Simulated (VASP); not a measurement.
Here is the system:

```yaml
crystal:
  lattice:
    - [0.00000, 2.25264, 2.25264]
    - [2.25264, 0.00000, 2.25264]
    - [2.25264, 2.25264, 0.00000]
  atoms:
    - { symbol: B, position: [0.00000, 0.00000, 0.00000] }
    - { symbol: P, position: [0.25000, 0.25000, 0.25000] }
```

Level of theory: PBE GGA with D3 dispersion (Becke-Johnson damping), VASP's PBE PAW potentials (set 64) (plane waves; VASP). Numerical set-up: 520 eV cut-off, 11×11×11 Γ-centred mesh, tetrahedra with Blöchl corrections, potentials B P.

The job: BP (zinc blende), 2 atoms, PBE-D3(BJ), static run, 520 eV, 11×11×11 Γ-centred mesh. Roughly how much core time does it take on a busy server core?

About 6 core-seconds (one run on a shared machine, a rough figure). It had 56 irreducible k-points, 8 bands, up to 626 plane waves and 13 electronic steps.

The compound is BP in the zinc blende structure. It was relaxed first.
